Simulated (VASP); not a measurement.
Consider the following.

```
PdSb
1.0
    3.33729     0.00000     0.00000
   -1.66865     2.89018     0.00000
    0.00000     0.00000     8.83380
Pd Sb
2 2
Direct
  0.33333   0.66667   0.03849
  0.66667   0.33333   0.53849
  0.33333   0.66667   0.33651
  0.66667   0.33333   0.83651
```

All values below come from PBEsol GGA, VASP's PBE PAW potentials (set 64) (plane waves; VASP). Settings: 400 eV cut-off, 12×12×4 Γ-centred mesh, tetrahedra with Blöchl corrections, potentials Pd Sb.

The cores are frozen, which limits the accuracy of field gradients.

Give the principal components of the electric field gradient (V/Å²) and the asymmetry η at each nucleus.

| atom | Vxx | Vyy | Vzz | η |
|---|---|---|---|---|
| Pd1 | 42.1 | 42.1 | -84.3 | 0.00 |
| Pd2 | 42.1 | 42.1 | -84.3 | 0.00 |
| Sb3 | 132.5 | 132.5 | -264.9 | 0.00 |
| Sb4 | 132.5 | 132.5 | -264.9 | 0.00 |

The structure was generated: PdSb was put into the wurtzite type (P6_3mc), which need not be its known phase. It was relaxed first, which changed the volume by -36 %.
